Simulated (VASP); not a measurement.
Given:

```xyz
2
Lattice="1.7795 -3.0821 0.0000 1.7795 3.0821 0.0000 0.0000 0.0000 5.5223" Properties=species:S:1:pos:R:3 pbc="T T T"
Tm     1.7795     1.0274     1.3806
Tm     1.7795    -1.0274     4.1417
```

Level of theory: PBE GGA, VASP's PBE PAW potentials (set 64) (plane waves; VASP). Settings: 480 eV cut-off, 12×12×6 Γ-centred mesh, first-order Methfessel-Paxton smearing of 0.10 eV, potentials Tm_3.

The 4f electrons are frozen in the core of the lanthanide potential, so 4f levels, which can set the real gap, and their magnetism are missing.

**Question.** The ions, cell shape and volume at an external pressure of 1.0 GPa are relaxed. Give the cell that the relaxation ends in.

**Answer.** 
```xyz
2
Lattice="1.7685 -3.0632 0.0000 1.7685 3.0632 0.0000 0.0000 0.0000 5.4841" Properties=species:S:1:pos:R:3 pbc="T T T"
Tm     1.7685     1.0211     1.3710
Tm     1.7685    -1.0211     4.1131
```
Space group P6_3/mmc (194), at a tolerance of 0.03 Å.

**Question.** How do energy and volume change from the first to the last step?

**Answer.** The energy (σ→0) changes by +2.0 meV/atom and the volume by -1.9 %, in 3 ionic steps.

| step | E(σ→0) (eV) | max force (eV/Å) | pressure (GPa) | volume (Å³) |
|---|---|---|---|---|
| 1 | -8.9560 | 0.000 | 0.08 | 60.57 |
| 2 | -8.9494 | 0.000 | 1.31 | 59.06 |
| 3 | -8.9521 | 0.000 | 1.00 | 59.42 |

The compound is Tm in the hcp structure. This run relaxes it under an external pressure of 1 GPa. Symmetry was kept, so distortions that lower it aren't found.
